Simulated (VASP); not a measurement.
Input of a VASP 6.6.1 run:

Contents of INCAR:

```
SYSTEM = SrC2
PREC = Accurate
ENCUT = 520
EDIFF = 1E-7
ISMEAR = -1
SIGMA = 0.05
LREAL = .FALSE.
LASPH = .TRUE.
NELM = 100
ALGO = Normal
ISIF = 2
LWAVE = .FALSE.
LCHARG = .FALSE.
GGA = PS
NBANDS = 16
```

The input KPOINTS:

```
Automatic mesh
0
G
  9 9 9
  0 0 0
```

File POSCAR:

```
SrC2
1.0
   -2.0571500000      2.0571500000      3.3830000000
    2.0571500000     -2.0571500000      3.3830000000
    2.0571500000      2.0571500000     -3.3830000000
Sr C
1 2
Direct
    0.0000000000      0.0000000000      0.0000000000
    0.5880000000      0.5880000000      0.0000000000
    0.4120000000      0.4120000000      0.0000000000
```

Potentials or basis: VASP PAW PBE potentials, release 64 (Sr_sv, C).

Launch:

```bash
$ cat potpaw_PBE.64/Sr_sv/POTCAR potpaw_PBE.64/C/POTCAR > POTCAR
$ mpirun -np 1 vasp_std > vasp.out
```

**Question.** Predict the pressure.

**Answer.** 5.4 GPa.

**Question.** Estimate the largest force.

**Answer.** 6.834 eV/Å.

Stress tensor (GPa, compression positive):
```
-2.02  0.00  0.00
 0.00 -2.02  0.00
 0.00  0.00 20.33
```

Caveat: the standard files for N, O and F lose accuracy on very short bonds; the PAW data sets were made with another functional, which shifts forces and pressure a little.
